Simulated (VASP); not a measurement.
VASP input:

POSCAR:
```
Rh
1
    0.0000000000     1.8571971536     1.8571971536
    1.8571971536     0.0000000000     1.8571971536
    1.8571971536     1.8571971536     0.0000000000
Rh
1
Direct
  0.0000000000   0.0000000000   0.0000000000
```

### KPOINTS
```
Automatic mesh
0
Gamma
17 17 17
0 0 0
```

INCAR:
```
LASPH = .True.
EDIFFG = -0.02
LCHARG = .False.
ENCUT = 500
PREC = Accurate
LMAXMIX = 4
NELM = 100
ISIF = 3
SYSTEM = Rh
ISMEAR = 1   ! Methfessel-Paxton
GGA = PE
SIGMA = 0.1   ! width (eV)
LREAL = .False.
ALGO = Normal   ! blocked Davidson
EDIFF = 1E-6   ! SCF stop (eV)
IBRION = 2   ! conjugate gradients
NSW = 40   ! most ionic steps
LWAVE = .False.
PSTRESS = 450   ! kbar
```

POTCAR, in this order: Rh_pv (PBE.64 set). Program: vasp_std.

### Question
Translate this PBE calculation to Ansatz.

### Answer
One equivalent input (not run):
Ansatz 0.2 input:
```yaml
crystal:
  lattice:
    - [0.0000000, 1.8571972, 1.8571972]
    - [1.8571972, 0.0000000, 1.8571972]
    - [1.8571972, 1.8571972, 0.0000000]
  atoms:
    - { symbol: Rh, position: [0.0000000, 0.0000000, 0.0000000] }
kpoints:
  mp_grid: { grid: [17, 17, 17] }
hamiltonian:
  xc: pbe
  pseudopotentials: { kind: paw }
scf:
  occupations: { method: methfessel_paxton, width: 0.1 }
  max_iter: 100
relax:
  max_steps: 40
  f_tol: 0.02
  cell: { p_target: 45 }
output: { forces: true, stress: true, eigenvalues: true }
```
Limits of the translation: each code has its own PAW files, so the cut-off isn't converted (ENCUT is set for VASP's; basis.ecutwfc is left out, and Ansatz then takes the one that its files recommend); Ansatz stops its SCF on the density residual and VASP on the energy change (EDIFF).

The compound is Rh in the fcc structure. This run relaxes it under an external pressure of 45 GPa. Symmetry was kept, so distortions that lower it aren't found.
